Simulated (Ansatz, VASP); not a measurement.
**One calculation of TaV, two programs**

INCAR

```
SYSTEM = TaV
ALGO     = Normal         ! electronic algorithm
EDIFF    = 1E-7           ! SCF threshold, eV
EDIFFG   = -0.005         ! ionic threshold
ENCUT    = 600            ! plane-wave cutoff, eV
IBRION   = 2              ! ionic algorithm
ISIF     = 3              ! what is computed and relaxed
ISMEAR   = -1             ! smearing method
ISPIN    = 2              ! spin polarisation
LASPH    = .True.         ! aspherical terms in the spheres
LCHARG   = .False.        ! write CHGCAR
LMAXMIX  = 4              ! l up to which the mixer works
LORBIT   = 11             ! projections on sites
LREAL    = .False.        ! projectors in reciprocal space
LWAVE    = .False.        ! write WAVECAR
MAGMOM   = 0 2            ! initial moments
NELM     = 120            ! most SCF steps
NSW      = 60             ! ionic steps
PREC     = Accurate       ! precision mode
PSTRESS  = 0            
SIGMA    = 0.05           ! smearing width, eV
```

The input KPOINTS:

```
k-points
0
Gamma
  7 7 5
  0 0 0
```

Contents of POSCAR:

```
TaV
1.0
    1.6067000000     -2.3077750000      0.0000000000
    1.6067000000      2.3077750000      0.0000000000
    0.0000000000      0.0000000000      4.3413610000
Ta V
1 1
Direct
    0.0000000000      0.0000000000      0.0000000000
    0.5000000000      0.5000000000      0.5000000000
```

Contents of input.yaml:

```yaml
crystal:
  lattice:
    - [1.6067, -2.307775, 0.0]
    - [1.6067, 2.307775, 0.0]
    - [0.0, 0.0, 4.341361]
  atoms:
    - { symbol: Ta, position: [0.0, 0.0, 0.0] }
    - { symbol: V, position: [0.5, 0.5, 0.5], spin: 2.0 }
hamiltonian:
  xc: lda
  pseudopotentials: { kind: paw }
magnetization:
  spin_polarized: true
kpoints:
  mp_grid: { grid: [7, 7, 5] }
scf:
  occupations: { method: fermi_dirac, width: 0.05 }
output:
  forces: true
  stress: true
  eigenvalues: true
relax:
  f_tol: 0.01
  max_steps: 40
  cell: { stress_tol: 0.05 }
```

The cell comes from a database or a generator and needn't be the stable form of this composition.

Alike in both runs: task relaxation of cell and atoms; functional LDA; k mesh 7 × 7 × 5; occupations fermi-dirac, width 0.05 eV; collinear spin, ferromagnetic start.

|  | VASP | Ansatz |
| --- | --- | --- |
| version | VASP 6.6.1 | Ansatz 0.2.0 |
| potentials or method | VASP PAW LDA potentials, release 64 (Ta_pv, V_sv) | Ansatz PAW |
| plane-wave cutoff (eV) | 600 | 420 |
| valence electrons in the cell | 24 | 26 |

```tsv
	VASP	Ansatz	Ansatz less VASP
gap on the k mesh at the Fermi level, each at its own relaxed structure (eV)	none	none	-
net moment per atom (μB)	0.00	0.00	0.000
relaxed volume (Å³/atom)	15.07	15.02	-0.050
relaxed cell length with the largest relative difference (Å)	2.754	2.751	-0.0032
energy change over the relaxation (meV/atom)	-41	-45	-4.1
```

A gap of «none» marks a metal or a gap that the smearing closes. The two sets of potentials don't hold the same shells in valence.

Caveats: the plane-wave basis is chosen anew once the cell has moved, so the energies of steps on either side of that aren't comparable (Ansatz); the PAW data sets come from PBE, with cores solved anew for the run's functional, which leaves a small shift of forces and pressure (Ansatz); the starting moments weren't kept (Ansatz). Spin-orbit coupling is left out, which matters for the levels of Ta.
